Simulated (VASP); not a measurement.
OSZICAR of a VASP run on KZnF3 (cubic perovskite):

### OSZICAR
```
       N       E                     dE             d eps       ncg     rms          rms(c)
DAV:   1     0.458654473733E+03    0.45865E+03   -0.22649E+04  1000   0.198E+03
DAV:   2     0.236999938662E+02   -0.43495E+03   -0.42286E+03  1209   0.478E+02
DAV:   3    -0.125338414036E+02   -0.36234E+02   -0.36084E+02  1179   0.154E+02
DAV:   4    -0.133224076638E+02   -0.78857E+00   -0.78754E+00  1638   0.212E+01
DAV:   5    -0.133315357374E+02   -0.91281E-02   -0.91225E-02  1326   0.193E+00    0.108E+01
DAV:   6    -0.109609458464E+02    0.23706E+01   -0.88112E+00  1424   0.416E+01    0.643E+00
DAV:   7    -0.110192794487E+02   -0.58334E-01   -0.15655E+00  1036   0.850E+00    0.424E+00
DAV:   8    -0.110250764517E+02   -0.57970E-02   -0.63834E-01  1306   0.152E+01    0.169E+00
DAV:   9    -0.109845380034E+02    0.40538E-01   -0.11426E-01  1508   0.955E+00    0.620E-01
DAV:  10    -0.109811663801E+02    0.33716E-02   -0.77686E-02  1496   0.632E+00    0.261E-01
DAV:  11    -0.109809608843E+02    0.20550E-03   -0.11615E-02  1350   0.128E+00    0.845E-02
DAV:  12    -0.109811064284E+02   -0.14554E-03   -0.45287E-04  1112   0.279E-01    0.989E-02
DAV:  13    -0.109809688003E+02    0.13763E-03   -0.76052E-04  1470   0.896E-01    0.210E-02
DAV:  14    -0.109809764314E+02   -0.76311E-05   -0.15043E-04  1072   0.105E-01    0.578E-03
DAV:  15    -0.109809760136E+02    0.41789E-06   -0.30782E-06  1617   0.305E-02    0.368E-03
DAV:  16    -0.109809757771E+02    0.23647E-06   -0.21451E-06  1482   0.262E-02    0.120E-03
DAV:  17    -0.109809757601E+02    0.16936E-07   -0.33363E-07   934   0.592E-03
   1 F= -.10980976E+02 E0= -.10980976E+02  d E =-.262400E-16
```

Task: Which electronic solver shows in the log?

Result: It is blocked Davidson (ALGO = Normal, or the opening steps of other solvers). The INCAR had ALGO = Normal.

Task: Can the final energy be trusted as converged?

Result: The calculation finished and met its thresholds. It stopped with EDIFF = 1E-7, NELM = 100 (rev-vdW-DF2, plane waves, VASP's PBE PAW potentials (set 64)).

The compound is KZnF3 in the cubic perovskite structure. This cell is one point of a volume scan, at 1.06 of the reference volume.
